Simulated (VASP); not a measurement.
Here is the system:

```
CELL_PARAMETERS angstrom
      0.00000     3.04777     3.04777
      3.04777     0.00000     3.04777
      3.04777     3.04777     0.00000
ATOMIC_POSITIONS crystal
  Sr 0.00000 0.00000 0.00000
```

Calculation: r2SCAN meta-GGA, VASP's PBE PAW potentials (set 64) (plane waves; VASP 6.6.1). Settings: 400 eV cut-off, 12×12×12 Γ-centred mesh, tetrahedra with Blöchl corrections, potentials Sr_sv.

Q: Give the energies of bands 5 to 8 at the high-symmetry points, in eV from the Fermi level.

A: 
```
band      Γ      X      U      L     W
----  -----  -----  -----  -----  ----
5     -3.78  -0.57  -0.04  -1.04  0.12
6      2.68   0.52   0.35  -0.06  0.69
7      2.68   0.99   0.84   2.48  0.69
8      2.68   5.22   3.71   2.48  2.57
```

It has no gap at this level: it comes out as a metal or semimetal.

The compound is Sr in the fcc structure. It was relaxed first.
